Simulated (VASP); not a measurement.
A convergence study with VASP on CaF$_{2}$ (fluorite): one setting is varied, all else stays as given below, so the limit is that of these other settings.

```xyz
3
Lattice="0.0000 2.7300 2.7300 2.7300 0.0000 2.7300 2.7300 2.7300 0.0000" Properties=species:S:1:pos:R:3 pbc="T T T"
Ca     0.0000     0.0000     0.0000
F      1.3650     1.3650     1.3650
F      4.0950     4.0950     4.0950
```

These are PBEsol GGA, VASP's PBE PAW potentials (set 64) (plane waves; VASP) values and carry that method's errors. The tightest run used: 700 eV cut-off, 12×12×12 Monkhorst-Pack mesh, Gaussian smearing of 0.050 eV, potentials Ca_sv F.

| setting | E (eV/atom) | pressure (GPa) | irreducible k-points |
|---|---|---|---|
| 1×1×1 mesh | -5.9429 | -10.07 | 1 |
| 2×2×2 mesh | -5.9702 | -1.67 | 2 |
| 3×3×3 mesh | -5.9683 | -1.64 | 4 |

**Question.** These are the cheaper rows. Estimate the results at 12×12×12 mesh, and how far the last row shown lies from them.

**Answer.** 
```tsv
quantity	tightest run	last row shown is off by
E (eV/atom)	-5.9688	0.0006
pressure (GPa)	-1.65	0.01
```

Left out are rungs that failed or repeat a setting and relaxations that didn't move; long series are thinned to 24 rows.

The compound is CaF2 in the fluorite structure. The cell was not relaxed at this level.
